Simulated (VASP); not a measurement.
All values below come from PBE GGA, VASP's PBE PAW potentials (set 64) (plane waves; VASP).

VASP input:

**POSCAR**
```
PtTe
1
    3.4392610137     0.0000000000     0.0000000000
    0.0000000000     3.4392610137     0.0000000000
    0.0000000000     0.0000000000     3.4392610137
Pt Te
1 1
Direct
  0.0000000000   0.0000000000   0.0000000000
  0.5000000000   0.5000000000   0.5000000000
```

### INCAR
```
GGA=PE
LORBIT=11   ! lm-projected
NELM=100
LWAVE=.FALSE.
LCHARG=.TRUE.
LREAL=.FALSE.
PREC=Accurate
SYSTEM=PtTe
ALGO=Normal
ISMEAR=-5   ! tetrahedra, Bloechl
ISIF=2   ! forces and stress, cell fixed
LASPH=.TRUE.   ! aspherical one-centre terms
NEDOS=601
LMAXMIX=6
ENCUT=400   ! plane-wave cut-off (eV)
EDIFF=1E-7   ! SCF stop (eV)
```

### KPOINTS
```
Automatic mesh
0
Gamma
12 12 12
0 0 0
```

POTCAR, in this order: Pt Te (PBE.64 set). Program: vasp_std.

Task: What will the output report for the number of irreducible k-points (NKPTS), number of bands (NBANDS), largest plane-wave count, number of space-group operations, FFT grid (NGX, NGY, NGZ)?

Result: 
- number of irreducible k-points (NKPTS): 84
- number of bands (NBANDS): 12
- largest plane-wave count: 756
- number of space-group operations: 48
- FFT grid (NGX, NGY, NGZ): 24 × 24 × 24

The structure was generated: PtTe was put into the CsCl type type (Pm-3m), which need not be its known phase. It was relaxed first, which changed the volume by -10 %.
